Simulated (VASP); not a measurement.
Method: r2SCAN meta-GGA, VASP's PBE PAW potentials (set 64) (plane waves; VASP 6.6.1).

The input files of a VASP run:

**POSCAR**
```
Ce
1.0
  3.0242981199   0.0000000000   0.0000000000
 -1.5121490599   2.6191193514   0.0000000000
  0.0000000000   0.0000000000   6.2046742955
Ce
2
Cartesian
 -0.0000015121   1.7460804406   1.5511685739
  1.5121505721   0.8730389108   4.6535057216
```

### KPOINTS
```
Automatic mesh
0
Gamma
12 12 6
0 0 0
```

### INCAR
```
SYSTEM = Ce
PREC = Accurate
ENCUT = 400
EDIFF = 1E-6
NELM = 100
ALGO = Normal
LREAL = .FALSE.
LASPH = .TRUE.
ISMEAR = 1
SIGMA = 0.1
METAGGA = R2SCAN
LMIXTAU = .TRUE.
LMAXMIX = 6
LWAVE = .FALSE.
LCHARG = .FALSE.
IBRION = 2
ISIF = 3
NSW = 60
EDIFFG = -0.01
```

POTCAR, in this order: Ce (PBE.64 set). Program: vasp_std.

The resulting files:

### OSZICAR
```
...
DAV:  17    -0.614279014324E+02    0.54236E-05   -0.41377E-05  4496   0.565E-02    0.333E-02
DAV:  18    -0.614278615332E+02    0.39899E-04   -0.23802E-04  3784   0.128E-01    0.228E-02
DAV:  19    -0.614278953637E+02   -0.33830E-04   -0.17737E-05  3968   0.420E-02    0.238E-02
DAV:  20    -0.614278907603E+02    0.46034E-05   -0.10503E-05  3088   0.270E-02    0.165E-02
DAV:  21    -0.614278965333E+02   -0.57730E-05   -0.31883E-05  3688   0.418E-02    0.514E-03
DAV:  22    -0.614278960349E+02    0.49843E-06   -0.29062E-06  3008   0.147E-02
   1 F= -.61427896E+02 E0= -.61427806E+02  d E =-.614279E+02
       N       E                     dE             d eps       ncg     rms          rms(c)
DAV:   1    -0.614369938838E+02   -0.90974E-02   -0.19083E-01  3720   0.491E+00    0.100E+00
DAV:   2    -0.614348879889E+02    0.21059E-02   -0.23139E-01  3216   0.360E+00    0.851E-01
DAV:   3    -0.614282105889E+02    0.66774E-02   -0.62859E-02  3656   0.197E+00    0.123E-01
DAV:   4    -0.614280466826E+02    0.16391E-03   -0.10795E-03  4392   0.258E-01    0.859E-02
DAV:   5    -0.614279926790E+02    0.54004E-04   -0.24812E-04  3808   0.118E-01    0.277E-02
DAV:   6    -0.614279936583E+02   -0.97923E-06   -0.60876E-05  4720   0.549E-02    0.125E-02
DAV:   7    -0.614280001836E+02   -0.65253E-05   -0.18279E-05  3744   0.409E-02    0.105E-02
DAV:   8    -0.614279960086E+02    0.41750E-05   -0.13128E-05  3480   0.398E-02    0.281E-03
DAV:   9    -0.614280013626E+02   -0.53541E-05   -0.16320E-06  2520   0.185E-02    0.109E-03
DAV:  10    -0.614280010633E+02    0.29939E-06   -0.27526E-07  2264   0.842E-03
   2 F= -.61428001E+02 E0= -.61427932E+02  d E =-.105028E-03
       N       E                     dE             d eps       ncg     rms          rms(c)
DAV:   1    -0.614287633383E+02   -0.76198E-03   -0.15635E-02  3736   0.140E+00    0.291E-01
DAV:   2    -0.614286399501E+02    0.12339E-03   -0.20283E-02  3232   0.107E+00    0.253E-01
DAV:   3    -0.614280091487E+02    0.63080E-03   -0.51368E-03  3584   0.570E-01    0.285E-02
DAV:   4    -0.614280244061E+02   -0.15257E-04   -0.98287E-05  4568   0.795E-02    0.313E-02
DAV:   5    -0.614280217130E+02    0.26931E-05   -0.25346E-05  3720   0.399E-02    0.108E-02
DAV:   6    -0.614280246701E+02   -0.29571E-05   -0.95315E-06  3256   0.225E-02    0.449E-03
DAV:   7    -0.614280221943E+02    0.24758E-05   -0.13078E-06  2088   0.172E-02    0.243E-03
DAV:   8    -0.614280240236E+02   -0.18293E-05   -0.65655E-07  1856   0.116E-02    0.536E-04
DAV:   9    -0.614280229011E+02    0.11225E-05   -0.27074E-07  1744   0.935E-03    0.785E-04
DAV:  10    -0.614280229778E+02   -0.76636E-07   -0.17328E-07  1648   0.577E-03
   3 F= -.61428023E+02 E0= -.61427947E+02  d E =-.126943E-03
       N       E                     dE             d eps       ncg     rms          rms(c)
DAV:   1    -0.614280719845E+02   -0.49083E-04   -0.99567E-04  3760   0.352E-01    0.729E-02
DAV:   2    -0.614280630946E+02    0.88900E-05   -0.12881E-03  3240   0.269E-01    0.642E-02
DAV:   3    -0.614280196364E+02    0.43458E-04   -0.32734E-04  3624   0.143E-01    0.693E-03
DAV:   4    -0.614280238657E+02   -0.42293E-05   -0.49381E-06  2824   0.189E-02    0.726E-03
DAV:   5    -0.614280242193E+02   -0.35353E-06   -0.17958E-06  1928   0.138E-02
   4 F= -.61428024E+02 E0= -.61427946E+02  d E =-.128184E-03
       N       E                     dE             d eps       ncg     rms          rms(c)
DAV:   1    -0.614289485369E+02   -0.92467E-03   -0.19757E-02  3664   0.157E+00    0.328E-01
DAV:   2    -0.614287880148E+02    0.16052E-03   -0.25536E-02  3208   0.120E+00    0.283E-01
DAV:   3    -0.614279970235E+02    0.79099E-03   -0.64626E-03  3592   0.639E-01    0.325E-02
DAV:   4    -0.614280141977E+02   -0.17174E-04   -0.12342E-04  4536   0.887E-02    0.354E-02
DAV:   5    -0.614280102326E+02    0.39650E-05   -0.32448E-05  3744   0.451E-02    0.117E-02
DAV:   6    -0.614280140410E+02   -0.38084E-05   -0.14487E-05  4144   0.256E-02    0.625E-03
DAV:   7    -0.614280121336E+02    0.19074E-05   -0.11472E-06  1936   0.134E-02    0.457E-03
DAV:   8    -0.614280135359E+02   -0.14023E-05   -0.78935E-07  1664   0.128E-02    0.205E-03
DAV:   9    -0.614280112009E+02    0.23350E-05   -0.54356E-07  1544   0.109E-02    0.147E-03
DAV:  10    -0.614280114668E+02   -0.26585E-06   -0.31983E-07  1528   0.735E-03
   5 F= -.61428011E+02 E0= -.61427927E+02  d E =-.115432E-03
       N       E                     dE             d eps       ncg     rms          rms(c)
DAV:   1    -0.614284597019E+02   -0.44850E-03   -0.92765E-03  3656   0.108E+00    0.223E-01
DAV:   2    -0.614283750826E+02    0.84619E-04   -0.11530E-02  3200   0.809E-01    0.190E-01
DAV:   3    -0.614280459337E+02    0.32915E-03   -0.30023E-03  3568   0.435E-01    0.244E-02
DAV:   4    -0.614280293536E+02    0.16580E-04   -0.57413E-05  4408   0.625E-02    0.226E-02
DAV:   5    -0.614280243353E+02    0.50183E-05   -0.12460E-05  3592   0.281E-02    0.847E-03
DAV:   6    -0.614280220587E+02    0.22766E-05   -0.52484E-06  2744   0.179E-02    0.291E-03
DAV:   7    -0.614280237541E+02   -0.16954E-05   -0.72859E-07  1536   0.145E-02    0.199E-03
DAV:   8    -0.614280231139E+02    0.64015E-06   -0.43060E-07  1392   0.749E-03
   6 F= -.61428023E+02 E0= -.61427943E+02  d E =-.127079E-03
       N       E                     dE             d eps       ncg     rms          rms(c)
DAV:   1    -0.614280375599E+02   -0.13806E-04   -0.28358E-04  3744   0.188E-01    0.384E-02
DAV:   2    -0.614280357283E+02    0.18316E-05   -0.36392E-04  3192   0.143E-01    0.344E-02
DAV:   3    -0.614280271362E+02    0.85921E-05   -0.91411E-05  3560   0.760E-02    0.336E-03
DAV:   4    -0.614280246731E+02    0.24631E-05   -0.13488E-06  2096   0.105E-02    0.367E-03
DAV:   5    -0.614280243257E+02    0.34734E-06   -0.35680E-07  1408   0.699E-03
   7 F= -.61428024E+02 E0= -.61427945E+02  d E =-.128291E-03
       N       E                     dE             d eps       ncg     rms          rms(c)
DAV:   1    -0.614280329142E+02   -0.82411E-05   -0.18153E-04  3624   0.153E-01    0.321E-02
DAV:   2    -0.614280316724E+02    0.12418E-05   -0.23067E-04  3200   0.115E-01    0.266E-02
DAV:   3    -0.614280267395E+02    0.49328E-05   -0.59307E-05  3256   0.615E-02    0.367E-03
DAV:   4    -0.614280248213E+02    0.19182E-05   -0.84896E-07  1768   0.112E-02    0.357E-03
DAV:   5    -0.614280245162E+02    0.30512E-06   -0.30002E-07  1312   0.674E-03
   8 F= -.61428025E+02 E0= -.61427946E+02  d E =-.128481E-03
       N       E                     dE             d eps       ncg     rms          rms(c)
DAV:   1    -0.614280264296E+02   -0.16083E-05   -0.44386E-05  3632   0.769E-02    0.162E-02
DAV:   2    -0.614280263009E+02    0.12873E-06   -0.57648E-05  3168   0.573E-02    0.132E-02
DAV:   3    -0.614280255438E+02    0.75702E-06   -0.14615E-05  2512   0.310E-02    0.187E-03
DAV:   4    -0.614280247535E+02    0.79029E-06   -0.34392E-07  1296   0.114E-02
   9 F= -.61428025E+02 E0= -.61427947E+02  d E =-.128719E-03
       N       E                     dE             d eps       ncg     rms          rms(c)
DAV:   1    -0.614282197530E+02   -0.19421E-03   -0.10461E-02  3232   0.210E+00    0.691E-02
DAV:   2    -0.614280527879E+02    0.16697E-03   -0.63807E-04  3016   0.287E-01    0.433E-02
DAV:   3    -0.614280403667E+02    0.12421E-04   -0.21824E-04  4096   0.139E-01    0.119E-02
DAV:   4    -0.614280496844E+02   -0.93176E-05   -0.15463E-05  3368   0.411E-02    0.746E-03
DAV:   5    -0.614280413315E+02    0.83529E-05   -0.26020E-05  3528   0.453E-02    0.731E-03
DAV:   6    -0.614280511459E+02   -0.98144E-05   -0.64535E-06  2576   0.252E-02    0.246E-03
DAV:   7    -0.614280529694E+02   -0.18235E-05   -0.12999E-06  1736   0.156E-02    0.657E-04
DAV:   8    -0.614280533509E+02   -0.38145E-06   -0.46837E-07  1648   0.124E-02
  10 F= -.61428053E+02 E0= -.61427924E+02  d E =-.285973E-04
```

**OUTCAR**
```
------------------------ aborting loop because EDIFF is reached ----------------------------------------
  FORCE on cell =-STRESS in cart. coord.  units (eV):
  Direction    XX          YY          ZZ          XY          YZ          ZX
  --------------------------------------------------------------------------------------
  Total        0.0165643      0.0165643     -0.0184710      0.0000000     -0.0000000      0.0000000
  in kB        0.5416066      0.5416068     -0.6039503      0.0000000     -0.0000000      0.0000000
  external PRESSURE =       0.1597543 kB  Pullay stress =       0.0000000 kB
  volume of cell :       49.00
      direct lattice vectors                 reciprocal lattice vectors
     3.023108862 -0.000000000 -0.000000000     0.330785309  0.190978962  0.000000000
    -1.511554431  2.618089423 -0.000000000     0.000000000  0.381957924  0.000000000
     0.000000000  0.000000000  6.191008869     0.000000000  0.000000000  0.161524563
 POSITION                                       TOTAL-FORCE (eV/Angst)
 -----------------------------------------------------------------------------------
     -0.00000      1.74539      1.54775         0.000000     -0.000000      0.000000
      1.51156      0.87270      4.64326        -0.000000      0.000000      0.000000
 -----------------------------------------------------------------------------------
    total drift:                                0.000193     -0.000111      0.000381
  FREE ENERGIE OF THE ION-ELECTRON SYSTEM (eV)
  ---------------------------------------------------
  free  energy   TOTEN  =       -61.4280533509 eV

  energy  without entropy=      -61.4276663157  energy(sigma->0) =      -61.42792434

 reached required accuracy - stopping structural energy minimisation
```
(Selected blocks of OUTCAR.)

### CONTCAR
```
Ce
   1.00000000000000
     3.0231088619479598   -0.0000000000000228   -0.0000000000000000
    -1.5115544309240194    2.6180894233872238   -0.0000000000000000
     0.0000000000000000    0.0000000000000000    6.1910088692157874
  Ce
     2
Direct
     0.3333330000000032    0.6666669999999968    0.2500000000000000
     0.6666669999999968    0.3333330000000032    0.7500000000000000
```

The structure was generated: Ce was put into the hcp type (P6_3/mmc), which need not be its known phase. This run relaxes it. Symmetry was kept, so distortions that lower it aren't found. The start is the result of an earlier pass. The run is not spin-polarised, so no magnetic state was tried.
